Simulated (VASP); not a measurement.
# InSbN2 with LDA: from relaxation to properties, part 4 of 5

Aim: relax InSbN2, then compute properties on the relaxed cell. The cell is invented: it takes the structure of a Materials Project entry for InGaN2 (space group 156 there), with some of its atoms replaced by other elements, volume scaled by an estimate. It may not be a known or stable phase.

VASP 6.6.1; LDA; plane waves and PAW (Sb, In_d, N); invented cell.

So far. Step 5 (Band structure (LDA)): There is no gap at this level. Step 6 (Density of states (LDA)): The finer mesh and the other smearing move the Fermi level by +0.24 eV from the 6×6×4 run, one measure of the sampling error in the zero of the bands above. Of the states within 0.3 eV of the Fermi level, the largest shares in the PAW spheres are N p 28 %, In s 9 % and Sb s 8 %. The rest lies in smaller channels or between the spheres.

## 7. Optical spectrum (LDA)

LOPTICS sums transitions from filled to empty bands. NBANDS is raised for it.

INCAR reads:

```
SYSTEM = InSbN2
PREC = Accurate
ENCUT = 520
EDIFF = 1E-06
NELM = 100
ISMEAR = 0
SIGMA = 0.05
LREAL = .FALSE.
ALGO = Normal
GGA = CA
NBANDS = 46
LORBIT = 11
LWAVE = .FALSE.
LCHARG = .FALSE.
KPAR = 2
LOPTICS = .TRUE.
NEDOS = 1500
CSHIFT = 0.1
```

POSCAR reads:

```
InSbN2
1.0
    3.7922565439      0.0000000000      0.0000000000
   -1.8961282720      3.2841894954      0.0000000000
    0.0000000000      0.0000000000      5.1914643668
Sb In N
1 1 2
Direct
    0.6666666700      0.3333333300      0.5280245363
    0.0000000000      0.0000000000      0.0132476140
    0.6666666700      0.3333333300      0.1205562738
    0.0000000000      0.0000000000      0.5797705760
```

KPOINTS reads:

```
Automatic mesh
0
Gamma
9 9 6
0 0 0
```

The projector-augmented-wave data sets are Sb, In_d and N (LDA family, release 64).

Started as:

```sh
mpirun -np 2 vasp_std
```

Log:

```text
[... set-up lines as in an earlier step ...]
 entering main loop
       N       E                     dE             d eps       ncg     rms          rms(c)
DAV:   1     0.238462580192E+03    0.23846E+03   -0.10209E+04  6320   0.677E+02
DAV:   2     0.682790080227E+01   -0.23163E+03   -0.20123E+03  6082   0.236E+02
DAV:   3    -0.273992453088E+02   -0.34227E+02   -0.33108E+02  6588   0.714E+01
DAV:   4    -0.285970956610E+02   -0.11979E+01   -0.11958E+01  6858   0.135E+01
DAV:   5    -0.286235343516E+02   -0.26439E-01   -0.26435E-01  8216   0.203E+00    0.128E+01
DAV:   6    -0.248249300891E+02    0.37986E+01   -0.11910E+01  8854   0.205E+01    0.656E+00
DAV:   7    -0.245983496661E+02    0.22658E+00   -0.11548E+00  6672   0.587E+00    0.308E+00
DAV:   8    -0.245602849008E+02    0.38065E-01   -0.22894E-01  6560   0.186E+00    0.148E+00
DAV:   9    -0.245307575998E+02    0.29527E-01   -0.60629E-02  6784   0.113E+00    0.406E-01
DAV:  10    -0.245290220530E+02    0.17355E-02   -0.10600E-02  6802   0.467E-01    0.249E-01
DAV:  11    -0.245290760935E+02   -0.54041E-04   -0.83167E-04  6820   0.101E-01    0.557E-02
DAV:  12    -0.245290675078E+02    0.85858E-05   -0.32785E-05  7544   0.268E-02    0.179E-02
DAV:  13    -0.245290672226E+02    0.28518E-06   -0.87551E-06  7402   0.145E-02
   1 F= -.24529067E+02 E0= -.24527547E+02  d E =-.304107E-02
 optical routines
 imaginary and real dielectric function
 recalculating local potential from charge density
 direction            1
 direction            2
 direction            3
```

The job ended after 1.8 min (2 MPI ranks of Intel Xeon Platinum 8375C at 2.90GHz (Ice Lake), shared host; peak memory 0.79 GiB; 3.6 min of CPU time).

From OUTCAR (step 7):

```text
   k-points           NKPTS =     62   k-points in BZ     NKDIM =     62   number of bands    NBANDS=     46

   NELECT =      28.0000    total number of electrons

 E-fermi :   8.4854

 k-point     1 :       0.0000    0.0000    0.0000
  band No.  band energies     occupation
    ...
     11       3.7676      2.00000
     12       5.5737      2.00000
     13       5.6964      2.00000
     14       5.6964      2.00000
     15       6.9557      2.00000
     16      11.0514      0.00000
     17      11.0514      0.00000
     18      13.0982      0.00000
     19      14.7255      0.00000
     20      14.7255      0.00000
    ...

  Total        0.0384592      0.0384592     -0.0257158     -0.0000000      0.0000000      0.0000000
  in kB        0.9530045      0.9530039     -0.6372288     -0.0000000      0.0000000      0.0000000
  external PRESSURE =       0.4229266 kB  Pullay stress =       0.0000000 kB

 POSITION                                       TOTAL-FORCE (eV/Angst)
 -----------------------------------------------------------------------------------
      1.89613      1.09473      2.74122         0.000000      0.000000     -0.061109
      0.00000      0.00000      0.06877        -0.000000     -0.000000      0.054523
      1.89613      1.09473      0.62586         0.000000      0.000000     -0.054471
      0.00000      0.00000      3.00986         0.000000      0.000000      0.061057
 -----------------------------------------------------------------------------------
    total drift:                               -0.000014      0.000025      0.000360

  FREE ENERGIE OF THE ION-ELECTRON SYSTEM (eV)
  ---------------------------------------------------
  free  energy   TOTEN  =       -24.5290672226 eV

  energy  without entropy=      -24.5260261493  energy(sigma->0) =      -24.52754669

 plasma frequency squared (from intraband transitions) (eV^2)
  --------------------------------------------------------------------------------------
      71.049      -0.000       0.000
      -0.000      71.049      -0.000
       0.000       0.000      17.216

[... 7 parts as in an earlier step ...]

[... 9 further parts left out ...]
```

These are independent-particle spectra without excitons or local fields, and fine structure depends on the mesh and on CSHIFT. The intraband (Drude) part is not in this spectrum.

This step gave:

| Property | Result |
| --- | --- |
| SCF cycles | 13 |
| bands | 46 |
| free energy (TOTEN) | -24.53 eV |
| energy at zero smearing | -24.53 eV |
| Fermi energy | 8.485 eV |
| pressure | 0.04229 GPa |

The imaginary dielectric function has structure finer than the step of the table below, so its rows give means over 1 eV, whole bins alone (the curve runs from 0 to 25.0 eV). Peaks (eV: height): xx 1.9: 14.8, 3.4: 11.2, 4.0: 10.5, 6.9: 7.74; zz 1.6: 12.0, 4.0: 12.8, 4.9: 14.7, 7.0: 8.89.

Imaginary dielectric function against photon energy; means over each step:

| photon energy (eV) | xx | zz |
| --- | --- | --- |
| 1 | 2.98 | 2.75 |
| 2 | 12.1 | 8.46 |
| 3 | 10.3 | 4.49 |
| 4 | 8.54 | 10.1 |
| 5 | 6.34 | 10.9 |
| 6 | 5.28 | 5.18 |
| 7 | 7.17 | 7.05 |
| 8 | 5.66 | 6.09 |
| 9 | 4.18 | 4.46 |
| 10 | 2.92 | 2.80 |
| 11 | 1.80 | 2.16 |
| 12 | 1.36 | 1.65 |
| 13 | 0.981 | 1.21 |
| 14 | 0.769 | 0.949 |
| 15 | 0.665 | 0.635 |
| 16 | 0.628 | 0.623 |
| 17 | 0.573 | 0.507 |
| 18 | 0.507 | 0.460 |
| 19 | 0.487 | 0.432 |
| 20 | 0.533 | 0.441 |
| 21 | 0.504 | 0.485 |
| 22 | 0.427 | 0.560 |
| 23 | 0.335 | 0.387 |
| 24 | 0.298 | 0.313 |

The real dielectric function by photon energy:

| photon energy (eV) | xx | zz |
| --- | --- | --- |
| 0 | 13.7 | 12.1 |
| 1 | 17.3 | 15.6 |
| 2 | 11.0 | 6.47 |
| 3 | 5.91 | 8.94 |
| 4 | 2.97 | 7.86 |
| 5 | 1.18 | -0.594 |
| 6 | 2.45 | 0.872 |
| 7 | 0.550 | 1.28 |
| 8 | -1.17 | -1.62 |
| 9 | -2.27 | -2.72 |
| 10 | -1.40 | -0.852 |
| 11 | -1.59 | -1.33 |
| 12 | -1.16 | -0.974 |
| 13 | -0.698 | -0.935 |
| 14 | -0.370 | -0.599 |
| 15 | -0.207 | -0.322 |
| 16 | -0.0231 | -0.133 |
| 17 | 0.127 | -0.0300 |
| 18 | 0.179 | 0.141 |
| 19 | 0.325 | 0.262 |
| 20 | 0.287 | 0.338 |
| 21 | 0.330 | 0.391 |
| 22 | 0.298 | 0.324 |
| 23 | 0.392 | 0.335 |
| 24 | 0.380 | 0.328 |

Force by atom:

| atom | x (eV/Å) | y (eV/Å) | z (eV/Å) | size |
| --- | --- | --- | --- | --- |
| Sb1 | 0.0000 | 0.0000 | -0.0611 | 0.0611 |
| In2 | 0.0000 | 0.0000 | 0.0545 | 0.0545 |
| N3 | 0.0000 | 0.0000 | -0.0545 | 0.0545 |
| N4 | 0.0000 | 0.0000 | 0.0611 | 0.0611 |

## 8. Volume scan with LDA, volume scale 0.94

An equation of state needs energies on both sides of the minimum, all on one mesh and cutoff.

INCAR, as its differences from that of step 7:

```diff
@@ -10,3 +10,3 @@
 GGA = CA
-NBANDS = 46
+NBANDS = 20
 LORBIT = 11
@@ -15,4 +15,2 @@
 KPAR = 2
-LOPTICS = .TRUE.
-NEDOS = 1500
-CSHIFT = 0.1
+ISIF = 2
```

POSCAR reads:

```
InSbN2
1.0
    3.7148418311      0.0000000000      0.0000000000
   -1.8574209156      3.2171464081      0.0000000000
    0.0000000000      0.0000000000      5.0854863776
Sb In N
1 1 2
Direct
    0.6666666700      0.3333333300      0.5280245363
    0.0000000000      0.0000000000      0.0132476140
    0.6666666700      0.3333333300      0.1205562738
    0.0000000000      0.0000000000      0.5797705760
```

KPOINTS reads:

```
Automatic mesh
0
Gamma
6 6 4
0 0 0
```

Started as:

```sh
mpirun -np 2 vasp_std
```

Log:

```text
[... set-up lines as in an earlier step ...]
 entering main loop
       N       E                     dE             d eps       ncg     rms          rms(c)
DAV:   1     0.245813153788E+03    0.24581E+03   -0.12729E+04   964   0.158E+03
DAV:   2     0.205655768668E+01   -0.24376E+03   -0.23382E+03  1048   0.390E+02
DAV:   3    -0.272531452149E+02   -0.29310E+02   -0.28282E+02  1220   0.130E+02
DAV:   4    -0.286324548473E+02   -0.13793E+01   -0.13572E+01  1148   0.286E+01
DAV:   5    -0.286809765207E+02   -0.48522E-01   -0.48485E-01  1356   0.554E+00    0.135E+01
DAV:   6    -0.246070190313E+02    0.40740E+01   -0.22714E+01  1436   0.497E+01    0.914E+00
DAV:   7    -0.245014896482E+02    0.10553E+00   -0.17325E+00  1076   0.118E+01    0.308E+00
DAV:   8    -0.244594093528E+02    0.42080E-01   -0.27960E-01  1268   0.396E+00    0.984E-01
DAV:   9    -0.244427921541E+02    0.16617E-01   -0.38104E-02  1472   0.246E+00    0.367E-01
DAV:  10    -0.244418108926E+02    0.98126E-03   -0.40089E-03  1220   0.545E-01    0.175E-01
DAV:  11    -0.244417728369E+02    0.38056E-04   -0.24975E-03  1284   0.420E-01    0.912E-02
DAV:  12    -0.244416807582E+02    0.92079E-04   -0.37941E-04  1308   0.217E-01    0.400E-02
DAV:  13    -0.244416822875E+02   -0.15293E-05   -0.42596E-05  1096   0.460E-02    0.885E-03
DAV:  14    -0.244416820803E+02    0.20717E-06   -0.70415E-06  1276   0.227E-02
   1 F= -.24441682E+02 E0= -.24441230E+02  d E =-.903414E-03
```

It took 21 s on 2 MPI ranks; peak memory 0.33 GiB.

Parts of OUTCAR (step 8):

```text
   ENCUT  =  520.0 eV  38.22 Ry    6.18 a.u.   6.91  6.91  9.46*2*pi/ulx,y,z

   NELECT =      28.0000    total number of electrons

 E-fermi :   9.2078

 k-point     1 :       0.0000    0.0000    0.0000
  band No.  band energies     occupation
    ...
     11       4.3680      2.00000
     12       6.2488      2.00000
     13       6.3715      2.00000
     14       6.3715      2.00000
     15       7.9186      2.00000
     16      12.0752      0.00000
     17      12.0752      0.00000
     18      14.1320      0.00000
     19      15.8072      0.00000
     20      15.8072      0.00000

  Total        3.2957737      3.2957716      3.3880266     -0.0000000      0.0000000     -0.0000000
  in kB       86.8809007     86.8808473     89.3128090     -0.0000000      0.0000000     -0.0000000
  external PRESSURE =      87.6915190 kB  Pullay stress =       0.0000000 kB

 POSITION                                       TOTAL-FORCE (eV/Angst)
 -----------------------------------------------------------------------------------
      1.85742      1.07238      2.68526         0.000000      0.000000      0.363175
      0.00000      0.00000      0.06737        -0.000000      0.000000      0.044830
      1.85742      1.07238      0.61309         0.000000      0.000000     -0.201998
      0.00000      0.00000      2.94842        -0.000000      0.000000     -0.206008
 -----------------------------------------------------------------------------------
    total drift:                               -0.000013      0.000026      0.000566

  FREE ENERGIE OF THE ION-ELECTRON SYSTEM (eV)
  ---------------------------------------------------
  free  energy   TOTEN  =       -24.4416820803 eV

  energy  without entropy=      -24.4407786660  energy(sigma->0) =      -24.44123037

[... 4 parts as in an earlier step ...]

[... 12 further parts left out ...]
```

The scan keeps the cell's shape and the fractional positions fixed.

Numbers from this step:

```yaml
scf_cycles: 14
bands: 20
irreducible_k_points: 24
free_energy_toten: -24.44 eV
energy_at_zero_smearing: -24.44 eV
fermi_energy: 9.208 eV
pressure: 8.769 GPa
```

Force by atom:

| atom | x (eV/Å) | y (eV/Å) | z (eV/Å) | size |
| --- | --- | --- | --- | --- |
| Sb1 | 0.000 | 0.000 | 0.363 | 0.363 |
| In2 | 0.000 | 0.000 | 0.045 | 0.045 |
| N3 | 0.000 | 0.000 | -0.202 | 0.202 |
| N4 | 0.000 | 0.000 | -0.206 | 0.206 |

The pressure here is 8.77 GPa.

## 9. Volume scan with LDA, volume scale 0.96

INCAR is that of step 8.

POSCAR reads:

```
InSbN2
1.0
    3.7410035510      0.0000000000      0.0000000000
   -1.8705017756      3.2398031152      0.0000000000
    0.0000000000      0.0000000000      5.1213008419
Sb In N
1 1 2
Direct
    0.6666666700      0.3333333300      0.5280245363
    0.0000000000      0.0000000000      0.0132476140
    0.6666666700      0.3333333300      0.1205562738
    0.0000000000      0.0000000000      0.5797705760
```

KPOINTS is that of step 8.

Started as:

```sh
mpirun -np 2 vasp_std
```

Log:

```text
[... set-up lines as in an earlier step ...]
 entering main loop
       N       E                     dE             d eps       ncg     rms          rms(c)
DAV:   1     0.245843720589E+03    0.24584E+03   -0.12801E+04   968   0.159E+03
DAV:   2     0.433011516044E+01   -0.24151E+03   -0.23219E+03  1028   0.384E+02
DAV:   3    -0.272274723885E+02   -0.31558E+02   -0.30507E+02  1260   0.133E+02
DAV:   4    -0.286267860136E+02   -0.13993E+01   -0.13855E+01  1084   0.284E+01
DAV:   5    -0.286788662248E+02   -0.52080E-01   -0.51999E-01  1424   0.580E+00    0.132E+01
DAV:   6    -0.246889575737E+02    0.39899E+01   -0.23009E+01  1436   0.488E+01    0.898E+00
DAV:   7    -0.245590039794E+02    0.12995E+00   -0.17604E+00  1064   0.120E+01    0.304E+00
DAV:   8    -0.245178304270E+02    0.41174E-01   -0.29438E-01  1260   0.400E+00    0.960E-01
DAV:   9    -0.245010978631E+02    0.16733E-01   -0.37911E-02  1476   0.242E+00    0.366E-01
DAV:  10    -0.245001274084E+02    0.97045E-03   -0.42264E-03  1204   0.534E-01    0.179E-01
DAV:  11    -0.245000491060E+02    0.78302E-04   -0.27255E-03  1260   0.446E-01    0.910E-02
DAV:  12    -0.244999685315E+02    0.80575E-04   -0.27190E-04  1288   0.177E-01    0.515E-02
DAV:  13    -0.244999608806E+02    0.76509E-05   -0.62058E-05  1156   0.666E-02    0.965E-03
DAV:  14    -0.244999604773E+02    0.40333E-06   -0.16126E-05  1352   0.316E-02    0.657E-03
DAV:  15    -0.244999602586E+02    0.21868E-06   -0.88507E-07   588   0.105E-02
   1 F= -.24499960E+02 E0= -.24499509E+02  d E =-.903410E-03
```

Wall time 25 s (2 MPI ranks); peak memory 0.32 GiB.

Parts of OUTCAR (step 9):

```text
   ENCUT  =  520.0 eV  38.22 Ry    6.18 a.u.   6.96  6.96  9.52*2*pi/ulx,y,z

   NELECT =      28.0000    total number of electrons

 E-fermi :   8.8713

 k-point     1 :       0.0000    0.0000    0.0000
  band No.  band energies     occupation
    ...
     11       4.1654      2.00000
     12       6.0119      2.00000
     13       6.1281      2.00000
     14       6.1281      2.00000
     15       7.5757      2.00000
     16      11.7321      0.00000
     17      11.7321      0.00000
     18      13.7777      0.00000
     19      15.4234      0.00000
     20      15.4234      0.00000

  Total        2.1235522      2.1235509      2.1722042     -0.0000000      0.0000000      0.0000000
  in kB       54.8133685     54.8133348     56.0691810     -0.0000000      0.0000000      0.0000000
  external PRESSURE =      55.2319614 kB  Pullay stress =       0.0000000 kB

 POSITION                                       TOTAL-FORCE (eV/Angst)
 -----------------------------------------------------------------------------------
      1.87050      1.07993      2.70417         0.000000      0.000000      0.232658
      0.00000      0.00000      0.06785        -0.000000      0.000000      0.029642
      1.87050      1.07993      0.61740        -0.000000      0.000000     -0.131904
      0.00000      0.00000      2.96918         0.000000      0.000000     -0.130397
 -----------------------------------------------------------------------------------
    total drift:                               -0.000014      0.000025      0.000212

  FREE ENERGIE OF THE ION-ELECTRON SYSTEM (eV)
  ---------------------------------------------------
  free  energy   TOTEN  =       -24.4999602586 eV

  energy  without entropy=      -24.4990568482  energy(sigma->0) =      -24.49950855

[... 3 parts as in an earlier step ...]

[... 13 further parts left out ...]
```

Numbers from this step:

| Quantity | Value |
| --- | --- |
| SCF cycles | 15 |
| free energy (TOTEN) | -24.50 eV |
| energy at zero smearing | -24.50 eV |
| Fermi energy | 8.871 eV |
| pressure | 5.523 GPa |

Force by atom:

| atom | x (eV/Å) | y (eV/Å) | z (eV/Å) | size |
| --- | --- | --- | --- | --- |
| Sb1 | 0.000 | 0.000 | 0.233 | 0.233 |
| In2 | 0.000 | 0.000 | 0.030 | 0.030 |
| N3 | 0.000 | 0.000 | -0.132 | 0.132 |
| N4 | 0.000 | 0.000 | -0.130 | 0.130 |

The pressure falls from 8.77 to 5.52 GPa.

The run ends at a pressure of 5.52 GPa, with forces up to 0.23 eV/Å.

## 10. Volume scan with LDA, volume scale 0.98

INCAR is that of step 9.

POSCAR reads:

```
InSbN2
1.0
    3.7668043908      0.0000000000      0.0000000000
   -1.8834021955      3.2621472910      0.0000000000
    0.0000000000      0.0000000000      5.1566212742
Sb In N
1 1 2
Direct
    0.6666666700      0.3333333300      0.5280245363
    0.0000000000      0.0000000000      0.0132476140
    0.6666666700      0.3333333300      0.1205562738
    0.0000000000      0.0000000000      0.5797705760
```

KPOINTS is that of step 9.

Started as:

```sh
mpirun -np 2 vasp_std
```

Log:

```text
[... set-up lines as in an earlier step ...]
 entering main loop
       N       E                     dE             d eps       ncg     rms          rms(c)
DAV:   1     0.245966705117E+03    0.24597E+03   -0.12894E+04   960   0.157E+03
DAV:   2     0.135831018320E+01   -0.24461E+03   -0.23462E+03  1076   0.385E+02
DAV:   3    -0.272160535045E+02   -0.28574E+02   -0.27538E+02  1188   0.126E+02
DAV:   4    -0.286043308592E+02   -0.13883E+01   -0.13696E+01  1136   0.286E+01
[...]
DAV:  13    -0.245334316408E+02    0.17403E-04   -0.74389E-05  1268   0.819E-02    0.135E-02
DAV:  14    -0.245334296542E+02    0.19866E-05   -0.27200E-05  1320   0.421E-02    0.867E-03
DAV:  15    -0.245334295128E+02    0.14142E-06   -0.13260E-06   744   0.110E-02
   1 F= -.24533430E+02 E0= -.24532978E+02  d E =-.903409E-03
```

It took 19 s on 2 MPI ranks; peak memory 0.32 GiB; 36 s of CPU time.

OUTCAR, selected parts (step 10):

```text
  Total        1.0293878      1.0293871      1.0468115     -0.0000000      0.0000000     -0.0000000
  in kB       26.0284143     26.0283983     26.4689790     -0.0000000      0.0000000     -0.0000000
  external PRESSURE =      26.1752639 kB  Pullay stress =       0.0000000 kB

 POSITION                                       TOTAL-FORCE (eV/Angst)
 -----------------------------------------------------------------------------------
      1.88340      1.08738      2.72282        -0.000000     -0.000000      0.111548
      0.00000      0.00000      0.06831         0.000000      0.000000      0.015920
      1.88340      1.08738      0.62166        -0.000000     -0.000000     -0.067040
      0.00000      0.00000      2.98966         0.000000     -0.000000     -0.060428
 -----------------------------------------------------------------------------------
    total drift:                               -0.000014      0.000025      0.000653

  FREE ENERGIE OF THE ION-ELECTRON SYSTEM (eV)
  ---------------------------------------------------
  free  energy   TOTEN  =       -24.5334295128 eV

  energy  without entropy=      -24.5325261039  energy(sigma->0) =      -24.53297781

[... 1 part as in an earlier step ...]

[... 2 further parts left out ...]
[key lines of the parts left out:]
E-fermi :   8.5466
```

The pressure falls from 5.52 to 2.62 GPa.

The run ends at a pressure of 2.62 GPa, with forces up to 0.11 eV/Å.

(Part 4 of 5 ends here.)

[Lines on the potential files, build, host, timing and source positions are cut from VASP's logs without a mark.]

[Logs are printed without paths, hosts, clocks, repeated set-up lines and the standing remarks that a program may print on its own settings, such as how far it seeks lower states.]

[Hosts, paths, dates, database ids (printed as entryN), source tags and the programs' standing remarks are cut or masked in the printed files.]

[A measured line is paired with the nearest computed mode of its activity, which favours agreement.]
